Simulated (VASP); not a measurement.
VASP input:

File POSCAR:
```
GaSb
1
   -0.0000000000     3.1088946038     3.1088946038
    3.1088946038    -0.0000000000     3.1088946038
    3.1088946038     3.1088946038     0.0000000000
Ga Sb
1 1
Direct
  0.0000000000   0.0000000000   0.0000000000
  0.7500000000   0.7500000000   0.7500000000
```

### INCAR
```
LWAVE  =  .FALSE.
EDIFF  =  1E-6
ENCUT  =  480
LASPH  =  .TRUE.   ! aspherical one-centre terms
SYSTEM  =  GaSb
IBRION  =  2   ! conjugate gradients
LREAL  =  .FALSE.   ! projection in real space or not
LMAXMIX  =  4   ! l cut-off of mixed one-centre charges
PREC  =  Accurate
ALGO  =  Normal   ! blocked Davidson
NELM  =  100   ! most electronic steps
LCHARG  =  .FALSE.
SIGMA  =  0.1
EDIFFG  =  -0.01   ! ionic stop
ISMEAR  =  1
ISIF  =  3   ! ions, shape and volume
NSW  =  60   ! most ionic steps
GGA  =  PE
```

**KPOINTS**
```
kpoints
0
Gamma
 9 9 9
0 0 0
```

POTCAR, in this order: Ga_d Sb (PBE.64 set). Program: vasp_std.

Task: Translate this PBE calculation to Quantum ESPRESSO's pw.x.

Result: One equivalent input (not run):
```
&CONTROL
  calculation = 'vc-relax'
  pseudo_dir = './pseudo'
  outdir = './out'
  tprnfor = .true.
  tstress = .true.
  nstep = 60
  forc_conv_thr = 0.00039
/
&SYSTEM
  ibrav = 0
  nat = 2
  ntyp = 2
  ecutwfc = 80
  occupations = 'smearing'
  smearing = 'methfessel-paxton'
  degauss = 0.00735
  input_dft = 'pbe'
/
&ELECTRONS
  conv_thr = 7.3e-08
  electron_maxstep = 100
/
&IONS
/
&CELL
/
ATOMIC_SPECIES
  Ga 69.723 Ga.upf
  Sb 121.760 Sb.upf
CELL_PARAMETERS angstrom
    -0.0000000    3.1088946    3.1088946
     3.1088946   -0.0000000    3.1088946
     3.1088946    3.1088946    0.0000000
ATOMIC_POSITIONS crystal
  Ga   0.0000000  0.0000000  0.0000000
  Sb   0.7500000  0.7500000  0.7500000
K_POINTS automatic
  9 9 9 0 0 0
```
Limits of the translation: the potentials are each code's own (VASP's PAW set, PseudoDojo norm-conserving files in pw.x), so ENCUT and ecutwfc are chosen apart and not converted; conv_thr bounds pw.x's estimated SCF error, while EDIFF bounds the energy change between steps; forc_conv_thr acts on force components and is met together with etot_conv_thr.

The compound is GaSb in the zinc blende structure. It was relaxed first, which changed the volume by +6 %. The start is the result of an earlier pass.
